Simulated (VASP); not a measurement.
Consider the following.

```
CELL_PARAMETERS angstrom
      4.87070     0.00000     0.00000
     -2.43535     4.21815     0.00000
      0.00000     0.00000     7.65202
ATOMIC_POSITIONS crystal
  Ca 0.00000 0.00000 0.75000
  Ca 0.00000 0.00000 0.25000
  In 0.33333 0.66667 0.95161
  In 0.66667 0.33333 0.04839
  In 0.66667 0.33333 0.45161
  In 0.33333 0.66667 0.54839
```

Calculation: PBEsol GGA, VASP's PBE PAW potentials (set 64) (plane waves; VASP). Run with 400 eV cut-off, Gaussian smearing of 0.050 eV, potentials Ca_sv In_d.

Problem. Give the energies of bands 29 to 42 at the high-symmetry points, in eV from the Fermi level.

Solution. 
```
band      Γ      M      K      A      L      H
----  -----  -----  -----  -----  -----  -----
29    -8.90  -7.14  -6.50  -8.25  -6.71  -6.32
30    -7.00  -6.24  -6.50  -8.25  -6.71  -6.32
31    -4.84  -5.76  -5.02  -2.48  -5.35  -5.47
32    -1.23  -4.22  -5.02  -2.48  -5.35  -5.47
33    -1.23  -2.75  -3.78  -0.56  -1.60  -3.08
34    -0.05  -1.81  -1.99  -0.56  -1.60  -3.08
35     0.38  -1.81  -1.95  -0.56  -1.28  -0.88
36     0.91  -1.39  -1.95  -0.56  -1.28  -0.88
37     0.91  -0.36   1.31   0.60   0.52   0.84
38     0.98   1.25   1.82   0.60   0.52   0.84
39     0.98   2.17   2.13   1.34   1.06   2.19
40     1.07   2.37   2.13   1.34   1.06   2.19
41     1.38   2.39   2.24   1.34   2.72   2.49
42     1.38   2.59   2.24   1.34   2.72   2.49
```

It has no gap at this level: it comes out as a metal or semimetal.

The structure comes from a computed database's CaIn2 entry (P6_3/mmc); how it stands against other phases isn't given here. It was relaxed first.
